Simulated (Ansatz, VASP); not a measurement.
## One calculation of GaGe, two programs

```
Ge Ga
1.0
     0.00000    2.89784    2.89784
     2.89784    0.00000    2.89784
     2.89784    2.89784    0.00000
Ge Ga
1 1
Direct
  0.00000 0.00000 0.00000
  0.25000 0.25000 0.25000
```

The cell comes from a database or a generator and needn't be the stable form of this composition.

Alike in both runs: task electric field gradients; functional PBE; k mesh 8 × 8 × 8; occupations fermi-dirac, width 0.05 eV; no spin polarisation.

|  | VASP | Ansatz |
| --- | --- | --- |
| version | VASP 6.6.1 | Ansatz 0.2.0 |
| potentials or method | VASP PAW PBE potentials, release 64 (Ge_d, Ga_d), cutoff 520 eV | all-electron PAW datasets made for the crystal |

Ansatz gave:

| Property | Result |
| --- | --- |
| gap on the k mesh at the Fermi level (eV) | none |
| pressure (GPa) | 0.2 |
| Vzz of the field gradient on the site that differs most (V/Å²) | 0.0 |

Problem. Which values does VASP return?

Solution. gap on the k mesh at the Fermi level (eV): none; pressure (GPa): 0.3; Vzz of the field gradient on the site that differs most (V/Å²): 0.0.

A gap of «none» marks a metal or a gap that the smearing closes. Ansatz ran all-electron here, so the differences hold the error of VASP's frozen core and of both bases.
